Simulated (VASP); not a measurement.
Given:

```
MoS2
1.0
    1.65949    -2.87432     0.00000
    1.65949     2.87432     0.00000
    0.00000     0.00000    12.98326
Mo S
2 4
Direct
  0.33333   0.66667   0.25000
  0.66667   0.33333   0.75000
  0.33333   0.66667   0.87314
  0.66667   0.33333   0.37314
  0.66667   0.33333   0.12686
  0.33333   0.66667   0.62686
```

Level of theory: vdW-DF2, VASP's PBE PAW potentials (set 64) (plane waves; VASP). Numerical set-up: 520 eV cut-off, 8×8×2 Γ-centred mesh, Gaussian smearing of 0.050 eV, potentials Mo_sv S.

The ions and cell shape at fixed volume are relaxed. What does this cell relax into?

```
MoS2
1.0
    1.64834    -2.85500     0.00000
    1.64834     2.85500     0.00000
    0.00000     0.00000    13.15959
Mo S
2 4
Direct
  0.33333   0.66667   0.25000
  0.66667   0.33333   0.75000
  0.33333   0.66667   0.87019
  0.66667   0.33333   0.37019
  0.66667   0.33333   0.12981
  0.33333   0.66667   0.62981
```
Space group P6_3/mmc (194), at a tolerance of 0.03 Å.

How much energy does the relaxation gain?

The energy (σ→0) changes by -4.6 meV/atom, in 5 ionic steps.

```csv
step,E(σ→0) (eV),max force (eV/Å),pressure (GPa),volume (Å³)
1,-27.8113,0.382,-3.16,123.86
2,-27.8272,0.065,-1.95,123.86
3,-27.8273,0.029,-1.81,123.86
4,-27.8353,0.013,-1.35,123.86
5,-27.8388,0.006,-0.76,123.86
```

The compound is MoS2 in the 2H layered structure. This cell is one point of a volume scan, at 1.03 of the reference volume. Symmetry was kept, so distortions that lower it aren't found.
